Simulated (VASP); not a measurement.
OSZICAR of a VASP run on HgTe (zinc blende):

**OSZICAR**
```
       N       E                     dE             d eps       ncg     rms          rms(c)
DAV:   1     0.132850941996E+03    0.13285E+03   -0.10343E+04   416   0.170E+03
DAV:   2     0.190518507344E+01   -0.13095E+03   -0.12358E+03   451   0.302E+02
DAV:   3    -0.377750322518E+01   -0.56827E+01   -0.56132E+01   511   0.638E+01
DAV:   4    -0.383872642433E+01   -0.61223E-01   -0.60970E-01   539   0.612E+00
DAV:   5    -0.383945556717E+01   -0.72914E-03   -0.72912E-03   517   0.520E-01    0.698E+00
DAV:   6    -0.363991691279E+01    0.19954E+00   -0.49063E-01   471   0.100E+01    0.561E+00
DAV:   7    -0.363400895596E+01    0.59080E-02   -0.10507E-01   471   0.252E+00    0.214E+00
DAV:   8    -0.363344850920E+01    0.56045E-03   -0.10378E-02   426   0.137E+00    0.570E-01
DAV:   9    -0.363350106856E+01   -0.52559E-04   -0.83868E-04   496   0.360E-01    0.127E-01
DAV:  10    -0.363353438008E+01   -0.33312E-04   -0.97689E-05   457   0.101E-01    0.540E-02
DAV:  11    -0.363355062175E+01   -0.16242E-04   -0.38427E-05   461   0.531E-02    0.313E-02
DAV:  12    -0.363354905994E+01    0.15618E-05   -0.47073E-06   491   0.195E-02    0.175E-02
DAV:  13    -0.363354901580E+01    0.44143E-07   -0.38080E-07   268   0.426E-03
   1 F= -.36335490E+01 E0= -.36333705E+01  d E =-.357089E-03
```

### Question
Which electronic solver shows in the log?

### Answer
It is blocked Davidson (ALGO = Normal, or the opening steps of other solvers). The INCAR had ALGO = Normal.

### Question
Can the final energy be trusted as converged?

### Answer
The calculation finished and met its thresholds. It stopped with EDIFF = 1E-6, NELM = 100 (PBE GGA, plane waves, VASP's PBE PAW potentials (set 64)).

The compound is HgTe in the zinc blende structure. The cell was not relaxed at this level. The run is one of a series of settings (ENCUT = 800 against the base run), some of them coarse on purpose.
